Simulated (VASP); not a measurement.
The system is NaLaMnMoO6.

```
CELL_PARAMETERS angstrom
4.72242 -2.73688 0.00000
4.72242 2.73688 0.00000
-3.17602 0.00000 4.47137
ATOMIC_POSITIONS crystal
Na 0.25021 0.25021 0.74459
La 0.75117 0.75117 0.25707
Mn 0.49918 0.49918 0.49917
Mo 0.00110 0.00110 0.00114
O 0.28503 0.78106 0.28520
O 0.78106 0.28503 0.28520
O 0.25187 0.25187 0.18775
O 0.74777 0.74777 0.81124
O 0.21883 0.71407 0.71525
O 0.71407 0.21883 0.71525
```

The cell was built by a generator and needn't be a form met in nature.

```yaml
Program: VASP 6.6.1
Task: relaxation of cell and atoms
Functional: LDA
Potentials_or_basis: VASP PAW LDA potentials, release 64 (Na_pv, La, Mn_pv, Mo_sv, O)
Cutoff: 600 eV
k_mesh: 6 × 6 × 6
Occupations: fermi-dirac, width 0.05 eV
Spin: collinear spin, ferromagnetic start
Starting_moments: "[0.0, 0.0, 4.0, 1.0, 0.0, 0.0, 0.0, 0.0, 0.0, 0.0] μB"
```

At the start: pressure -12.4 GPa; volume 11.56 Å³/atom.

Problem. Where does the relaxation end?

Solution. Over 20 steps the energy falls by 34.5 meV/atom and the volume is 10.76 Å³/atom (-6.9 %); space group Cm (No. 8, to 0.05 Å); moment 1.14 μB per cell.

The path:
```tsv
step	energy change (eV)	largest force (eV/Å)	pressure (GPa)	volume (Å³)
1	0.0000	0.1962	-12.41	115.58
2	0.0332	1.0882	16.90	101.24
3	-0.3120	0.4588	-0.27	108.18
4	-0.3120	0.4694	0.04	108.04
5	-0.3309	0.2358	0.60	107.25
6	-0.3329	0.1805	0.39	107.44
7	-0.3368	0.1337	-0.33	107.74
8	-0.3377	0.1108	-0.84	107.95
9	-0.3401	0.0749	-0.38	107.73
10	-0.3412	0.0813	0.15	107.47
11	-0.3420	0.0597	0.12	107.46
12	-0.3426	0.0653	0.10	107.44
13	-0.3426	0.0679	0.10	107.44
14	-0.3432	0.0626	-0.01	107.51
15	-0.3437	0.0594	-0.20	107.63
16	-0.3442	0.0349	0.15	107.49
17	-0.3442	0.0397	0.24	107.45
18	-0.3446	0.0200	0.04	107.56
19	-0.3446	0.0212	0.05	107.56
20	-0.3446	0.0123	-0.04	107.62
```

Final structure:
```cif
data_structure
_symmetry_space_group_name_H-M 'P 1'
_symmetry_Int_Tables_number 1
_cell_length_a 5.3302
_cell_length_b 5.3302
_cell_length_c 5.3571
_cell_angle_alpha 120.066
_cell_angle_beta 120.066
_cell_angle_gamma 60.128
_cell_volume 107.62
loop_
_atom_site_label
_atom_site_type_symbol
_atom_site_fract_x
_atom_site_fract_y
_atom_site_fract_z
_atom_site_occupancy
Na1 Na 0.24966 0.24966 0.74399 1
La1 La 0.75116 0.75116 0.25453 1
Mn1 Mn 0.49929 0.49929 0.49932 1
Mo1 Mo 0.00090 0.00090 0.00103 1
O1 O 0.27990 0.77634 0.28393 1
O2 O 0.77634 0.27990 0.28393 1
O3 O 0.25359 0.25359 0.19602 1
O4 O 0.74633 0.74633 0.79876 1
O5 O 0.22686 0.71625 0.72018 1
O6 O 0.71625 0.22686 0.72018 1
```

Caveat: a cell with one magnetic atom can't hold antiferromagnetic order, which such compounds often take.
